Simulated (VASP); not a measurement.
These are PBE GGA, VASP's PBE PAW potentials (set 64) (plane waves; VASP) values and carry that method's errors.

Input for VASP

KPOINTS:
```
Automatic mesh
0
Gamma
5 5 5
0 0 0
```

### INCAR
```
SYSTEM=MnS
PREC=Accurate; ENCUT=400; LREAL=.False.
LASPH=.True.
EDIFF=1E-6; NELM=100; ALGO=Normal
LMAXMIX=4
ISMEAR=0; SIGMA=0.05
GGA=PE
MAGMOM=5.0 -5.0 2*0.0
ISPIN=2
ISIF=2
LWAVE=.False.; LCHARG=.False.; LORBIT=10
```

**POSCAR**
```
MnS
1
    5.2200000000     2.6100000000     2.6100000000
    2.6100000000     5.2200000000     2.6100000000
    2.6100000000     2.6100000000     5.2200000000
Mn S
2 2
Direct
  0.0000000000   0.0000000000   0.0000000000
  0.5000000000   0.5000000000   0.5000000000
  0.2500000000   0.2500000000   0.2500000000
  0.7500000000   0.7500000000   0.7500000000
```

POTCAR, in this order: Mn_pv S (PBE.64 set). Program: vasp_std.

Output of the run:

### OSZICAR
```
       N       E                     dE             d eps       ncg     rms          rms(c)
DAV:   1     0.328788954840E+03    0.32879E+03   -0.19134E+04  1972   0.149E+03
DAV:   2     0.984106872973E+00   -0.32780E+03   -0.32319E+03  1797   0.427E+02
DAV:   3    -0.297130749241E+02   -0.30697E+02   -0.30023E+02  2503   0.120E+02
DAV:   4    -0.305681298244E+02   -0.85505E+00   -0.85444E+00  2021   0.201E+01
DAV:   5    -0.305875675533E+02   -0.19438E-01   -0.19434E-01  2229   0.345E+00    0.157E+01
DAV:   6    -0.281272061915E+02    0.24604E+01   -0.21312E+01  2317   0.423E+01    0.134E+01
DAV:   7    -0.283727119314E+02   -0.24551E+00   -0.18232E+00  2004   0.131E+01    0.798E+00
DAV:   8    -0.283854934745E+02   -0.12782E-01   -0.30920E-01  2398   0.563E+00    0.362E+00
DAV:   9    -0.283783379332E+02    0.71555E-02   -0.55423E-02  2365   0.247E+00    0.507E-01
DAV:  10    -0.283831437056E+02   -0.48058E-02   -0.48213E-03  2051   0.631E-01    0.248E-01
DAV:  11    -0.283835476534E+02   -0.40395E-03   -0.40536E-04  2119   0.167E-01    0.154E-01
DAV:  12    -0.283836634044E+02   -0.11575E-03   -0.15682E-04  2042   0.809E-02    0.701E-02
DAV:  13    -0.283836819177E+02   -0.18513E-04   -0.25483E-05  1951   0.450E-02    0.155E-02
DAV:  14    -0.283836811969E+02    0.72088E-06   -0.13802E-05  2098   0.199E-02    0.813E-03
DAV:  15    -0.283836818773E+02   -0.68041E-06   -0.12125E-06  1119   0.139E-02
   1 F= -.28383682E+02 E0= -.28383682E+02  d E =-.322537E-23  mag=     0.0000
```

File OUTCAR:
```
------------------------ aborting loop because EDIFF is reached ----------------------------------------
  FORCE on cell =-STRESS in cart. coord.  units (eV):
  Direction    XX          YY          ZZ          XY          YZ          ZX
  --------------------------------------------------------------------------------------
  Total       -1.7824048     -1.7824048     -1.7824048     -0.1114479     -0.1114479     -0.1114479
  in kB      -40.1546093    -40.1546093    -40.1546093     -2.5107350     -2.5107350     -2.5107350
  external PRESSURE =     -40.1546093 kB  Pullay stress =       0.0000000 kB
  volume of cell :       71.12
      direct lattice vectors                 reciprocal lattice vectors
     5.220000000  2.610000000  2.610000000     0.287356322 -0.095785441 -0.095785441
     2.610000000  5.220000000  2.610000000    -0.095785441  0.287356322 -0.095785441
     2.610000000  2.610000000  5.220000000    -0.095785441 -0.095785441  0.287356322
 POSITION                                       TOTAL-FORCE (eV/Angst)
 -----------------------------------------------------------------------------------
      0.00000      0.00000      0.00000        -0.000000      0.000000     -0.000000
      5.22000      5.22000      5.22000        -0.000000      0.000000     -0.000000
      2.61000      2.61000      2.61000        -0.000000     -0.000000      0.000000
      7.83000      7.83000      7.83000         0.000000      0.000000      0.000000
 -----------------------------------------------------------------------------------
    total drift:                                0.000000     -0.000000     -0.000000
  FREE ENERGIE OF THE ION-ELECTRON SYSTEM (eV)
  ---------------------------------------------------
  free  energy   TOTEN  =       -28.3836818773 eV

  energy  without entropy=      -28.3836818773  energy(sigma->0) =      -28.38368188

 total charge

# of ion       s       p       d       tot
------------------------------------------
    1        0.208   6.156   4.945  11.308
    2        0.208   6.156   4.945  11.308
    3        1.326   2.404   0.000   3.730
    4        1.326   2.404   0.000   3.730
--------------------------------------------------
tot          3.067  17.120   9.889  30.076

 magnetization (x)

# of ion       s       p       d       tot
------------------------------------------
    1        0.020   0.015   4.175   4.209
    2       -0.020  -0.015  -4.175  -4.209
    3        0.000   0.000   0.000   0.000
    4        0.000   0.000   0.000   0.000
--------------------------------------------------
tot          0.000   0.000   0.000   0.000
```
(Selected blocks of OUTCAR.)

**OUTCAR**
```
 val. band max:        6.0489844858   @ k =   0.4000   0.4000   0.4000

 cond. band min:       7.0555757471   @ k =   0.4000   0.0000   0.0000


 Fermi energy:         6.3920619647

 spin component 1

 k-point     1 :       0.0000    0.0000    0.0000
  band No.  band energies     occupation
      1     -44.0275      1.00000
      2     -44.0230      1.00000
      3     -44.0230      1.00000
      4     -39.5053      1.00000
      5     -39.5053      1.00000
      6     -39.4915      1.00000
      7      -7.7988      1.00000
      8      -6.4992      1.00000
      9      -0.0983      1.00000
     10       2.2160      1.00000
     11       2.2160      1.00000
     12       3.5056      1.00000
     13       3.5056      1.00000
     14       3.6858      1.00000
     15       4.8331      1.00000
     16       4.8331      1.00000
     17       4.8393      1.00000
     18       4.9603      1.00000
     19       4.9603      1.00000
     20       7.4641      0.00000
     21       7.4641      0.00000
     22       7.5597      0.00000
     23       8.7610      0.00000

 k-point     2 :       0.2000    0.0000    0.0000
  band No.  band energies     occupation
      1     -44.0273      1.00000
      2     -44.0254      1.00000
      3     -44.0237      1.00000
      4     -39.5085      1.00000
      5     -39.5062      1.00000
      6     -39.4912      1.00000
      7      -7.4567      1.00000
      8      -6.4145      1.00000
      9       0.4010      1.00000
     10       1.8974      1.00000
     11       2.2798      1.00000
     12       2.4910      1.00000
     13       3.2639      1.00000
     14       3.4668      1.00000
     15       3.6461      1.00000
     16       4.2375      1.00000
     17       4.4243      1.00000
     18       5.2457      1.00000
     19       5.5737      1.00000
     20       7.3307      0.00000
     21       7.6560      0.00000
     22       7.7789      0.00000
     23       8.1669      0.00000
...
```

The compound is MnS in the rock salt, AFM-II order structure. The cell was not relaxed at this level.
